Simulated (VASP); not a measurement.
A run of VASP 6.6.1 is set up as follows.

INCAR

```
PREC     = Accurate       # precision mode
ENCUT    = 450            # plane-wave cutoff, eV
EDIFF    = 1E-5           # SCF threshold, eV
ISMEAR   = 0              # smearing method
SIGMA    = 0.03           # smearing width, eV
LREAL    = Auto         
LASPH    = True           # aspherical terms in the spheres
NELM     = 120            # most SCF steps
ALGO     = Normal         # electronic algorithm
ISIF     = 2              # what is computed and relaxed
LWAVE    = False          # write WAVECAR
LCHARG   = False          # write CHGCAR
ISPIN    = 2              # spin polarisation
MAGMOM   = 0.4 0 0 0 0 0 0 0 0 0 0 0 0 0 0 0 0 0 0 0 0 0 0 0 0 0 0 0 0 0 0 0 # initial moments
LORBIT   = 11             # projections on sites
LMAXMIX  = 4              # l up to which the mixer works
LDAU     = True           # DFT+U
LDAUTYPE = 2            
LDAUL    = 2 -1 -1        # shell
LDAUU    = 3 0 0          # U, eV
LDAUJ    = 0 0 0        
LDAUPRINT= 1            
GGA      = PS             # functional
```

File KPOINTS:

```
regular mesh
0
Gamma
  3 3 2
```

Contents of POSCAR:

```
Al15VN16
1.0
    6.2200008610      0.0000000000      0.0000000000
   -3.1100004305      5.3866787572      0.0000000000
    0.0000000000      0.0000000000      9.9600000000
V Al N
1 15 16
Direct
    0.3333333333      0.1666666667      0.0000000000
    0.3333333333      0.1666666667      0.5000000000
    0.3333333333      0.6666666667      0.0000000000
    0.3333333333      0.6666666667      0.5000000000
    0.8333333333      0.1666666667      0.0000000000
    0.8333333333      0.1666666667      0.5000000000
    0.8333333333      0.6666666667      0.0000000000
    0.8333333333      0.6666666667      0.5000000000
    0.1666666667      0.3333333333      0.2500000000
    0.1666666667      0.3333333333      0.7500000000
    0.1666666667      0.8333333333      0.2500000000
    0.1666666667      0.8333333333      0.7500000000
    0.6666666667      0.3333333333      0.2500000000
    0.6666666667      0.3333333333      0.7500000000
    0.6666666667      0.8333333333      0.2500000000
    0.6666666667      0.8333333333      0.7500000000
    0.3333333333      0.1666666667      0.1910000000
    0.3333333333      0.1666666667      0.6910000000
    0.3333333333      0.6666666667      0.1910000000
    0.3333333333      0.6666666667      0.6910000000
    0.8333333333      0.1666666667      0.1910000000
    0.8333333333      0.1666666667      0.6910000000
    0.8333333333      0.6666666667      0.1910000000
    0.8333333333      0.6666666667      0.6910000000
    0.1666666667      0.3333333333      0.4410000000
    0.1666666667      0.3333333333      0.9410000000
    0.1666666667      0.8333333333      0.4410000000
    0.1666666667      0.8333333333      0.9410000000
    0.6666666667      0.3333333333      0.4410000000
    0.6666666667      0.3333333333      0.9410000000
    0.6666666667      0.8333333333      0.4410000000
    0.6666666667      0.8333333333      0.9410000000
```

Potentials or basis: VASP PAW PBE potentials, release 64 (V_sv, Al, N).

Launch:

```bash
$ cat potpaw_PBE.64/V_sv/POTCAR potpaw_PBE.64/Al/POTCAR potpaw_PBE.64/N/POTCAR > POTCAR
$ mpirun -np 1 vasp_std > vasp.out
```

Task: Predict the net moment.

Result: 2.00 μB per cell.

Task: Estimate the site moments.

Result: V +1.81; Al +0.00, +0.01; N -0.01, -0.00, +0.00 μB.

Task: Predict the band gap on the k mesh.

Result: 1.81 eV, indirect (least direct gap 1.93 eV).

Eigenvalues of the final occupation matrices:
| site | spin | trace | eigenvalues |
| --- | --- | --- | --- |
| site 1 d | 1 | 2.54 | 0.25 0.25 0.25 0.89 0.89 |
| site 1 d | 2 | 0.75 | 0.06 0.06 0.21 0.21 0.21 |

 The state reached can hang on the start; a lower one may exist.
